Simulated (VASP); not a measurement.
Set up this calculation in VASP 6.6.1, as the native input.

```yaml
Task: single point
Functional: PBE
Potentials_or_basis: VASP PAW PBE potentials, release 64 (Cd, Ge_d)
Cutoff: 520 eV
k_mesh: 4 × 4 × 4
Occupations: gaussian, width 0.1 eV
Spin: no spin polarisation
Dipole_correction: no
Further_INCAR_settings: ALGO = Normal; EDIFF = 1e-07; NBANDS = 49
```

The structure of CdGe2 lies in POSCAR:

```
CdGe2
1.0
    0.0000000000      3.9118088619      3.9118088619
    3.9118088619      0.0000000000      3.9118088619
    3.9118088619      3.9118088619      0.0000000000
Cd Ge
2 4
Direct
    0.0000000000      0.0000000000      0.0000000000
    0.2500000000      0.2500000000      0.2500000000
    0.6250000000      0.6250000000      0.6250000000
    0.1250000000      0.6250000000      0.6250000000
    0.6250000000      0.6250000000      0.1250000000
    0.6250000000      0.1250000000      0.6250000000
```

The cell was built by a generator and needn't be a form met in nature.

One way to write it, as run:

INCAR

```
PREC = Accurate
ENCUT = 520
EDIFF = 1E-7
ISMEAR = 0
SIGMA = 0.1
LREAL = False
LASPH = True
NELM = 100
ALGO = Normal
ISIF = 2
LWAVE = False
LCHARG = False
GGA = PE
NBANDS = 49
```

KPOINTS

```
regular mesh
0
Gamma
  4 4 4
```

Potentials or basis: VASP PAW PBE potentials, release 64 (Cd, Ge_d).

Run with:

```bash
$ cat potpaw_PBE.64/Cd/POTCAR potpaw_PBE.64/Ge_d/POTCAR > POTCAR
$ mpirun -np 1 vasp_std > vasp.out
```

Results of the run:

```yaml
Pressure: 7.2 GPa
Band_gap_on_the_k_mesh: none (metal or under the smearing width)
```

Wall time 58 s on 1 thread of Intel(R) Xeon(R) Platinum 8375C CPU @ 2.90GHz (Ice Lake), on a shared host, peak memory 0.26 GiB.
